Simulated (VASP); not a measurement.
Input for VASP

INCAR:
```
SYSTEM  =  MnO2
PREC  =  Accurate; ENCUT  =  400; LREAL  =  .FALSE.
LASPH  =  .TRUE.
EDIFF  =  1E-6; NELM  =  100; ALGO  =  Normal
LMAXMIX  =  4
ISMEAR  =  -1; SIGMA  =  0.01
MAGMOM  =  3.0 -3.0 4*0.0
ISPIN  =  2
ISIF  =  2
LWAVE  =  .FALSE.; LCHARG  =  .FALSE.; LORBIT  =  11
```

File POSCAR:
```
MnO2
1.0
  4.4000000000   0.0000000000   0.0000000000
  0.0000000000   4.4000000000   0.0000000000
  0.0000000000   0.0000000000   2.8700000000
Mn O
2 4
direct
  0.0000000000   0.0000000000   0.0000000000
  0.5000000000   0.5000000000   0.5000000000
  0.3050000000   0.3050000000   0.0000000000
  0.8050000000   0.1950000000   0.5000000000
  0.1950000000   0.8050000000   0.5000000000
  0.6950000000   0.6950000000   0.0000000000
```

**KPOINTS**
```
kpoints
0
Gamma
  3 3 5
```

POTCAR, in this order: Mn_pv O (LDA.64 set). Program: vasp_std.

Q: Translate this LDA calculation to Quantum ESPRESSO's pw.x.

A: One equivalent input (not run):
```
&CONTROL
  calculation = 'scf'
  pseudo_dir = './pseudo'
  outdir = './out'
  tprnfor = .true.
  tstress = .true.
/
&SYSTEM
  ibrav = 0
  nat = 6
  ntyp = 3
  ecutwfc = 96
  occupations = 'smearing'
  smearing = 'fermi-dirac'
  degauss = 0.000735
  input_dft = 'pz'
  nspin = 2
  starting_magnetization(1) = 0.3
  starting_magnetization(2) = -0.3
/
&ELECTRONS
  conv_thr = 7.3e-08
  electron_maxstep = 100
/
ATOMIC_SPECIES
  Mn1 54.938 Mn.upf
  Mn2 54.938 Mn.upf
  O 15.999 O.upf
CELL_PARAMETERS angstrom
     4.4000000    0.0000000    0.0000000
     0.0000000    4.4000000    0.0000000
     0.0000000    0.0000000    2.8700000
ATOMIC_POSITIONS crystal
  Mn1  0.0000000  0.0000000  0.0000000
  Mn2  0.5000000  0.5000000  0.5000000
  O    0.3050000  0.3050000  0.0000000
  O    0.8050000  0.1950000  0.5000000
  O    0.1950000  0.8050000  0.5000000
  O    0.6950000  0.6950000  0.0000000
K_POINTS automatic
  3 3 5 0 0 0
```
What does not carry over: the potentials are each code's own (VASP's PAW set, PseudoDojo norm-conserving files in pw.x), so ENCUT and ecutwfc are chosen apart and not converted; conv_thr bounds pw.x's estimated SCF error, while EDIFF bounds the energy change between steps; starting_magnetization is a fraction of the valence charge and MAGMOM a moment in μB, so they match only roughly.

The structure is a typed MnO2 crystal. The cell was not relaxed at this level. The k-mesh is coarse (spacing up to 0.48 per Å, 2π included), so the numbers may not be converged in it.
